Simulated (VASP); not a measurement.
The system is LaZn.

```xyz
2
Lattice="3.7500 0.0000 0.0000 0.0000 3.7500 0.0000 0.0000 0.0000 3.7500" Properties=species:S:1:pos:R:3 pbc="T T T"
La    1.8750    1.8750    1.8750
Zn    0.0000    0.0000    0.0000
```

```yaml
Program: VASP 6.6.1
Task: relaxation of cell and atoms
Functional: PBEsol
Potentials_or_basis: VASP PAW PBE potentials, release 64 (La, Zn)
Cutoff: 600 eV
k_mesh: 12 × 12 × 12
Occupations: gaussian, width 0.1 eV
Spin: no spin polarisation
```

At the start: pressure -2.4 GPa; volume 26.37 Å³/atom.

**Question.** How do energy, volume and symmetry change on relaxing?

**Answer.** Over 3 steps the energy falls by 9.8 meV/atom and the volume is 25.10 Å³/atom (-4.8 %); space group Pm-3m (No. 221, to 0.05 Å).

The path:
| step | energy change (eV) | largest force (eV/Å) | pressure (GPa) | volume (Å³) |
| --- | --- | --- | --- | --- |
| 1 | 0.0000 | 0.0000 | -2.40 | 52.73 |
| 2 | -0.0190 | 0.0000 | 0.46 | 49.77 |
| 3 | -0.0196 | 0.0000 | -0.01 | 50.20 |

Final structure:
```xyz
2
Lattice="3.6890 0.0000 0.0000 0.0000 3.6890 0.0000 0.0000 0.0000 3.6890" Properties=species:S:1:pos:R:3 pbc="T T T"
La    1.8445    1.8445    1.8445
Zn    0.0000    0.0000    0.0000
```

Caveat: the PAW data sets were made with another functional, which shifts forces and pressure a little.
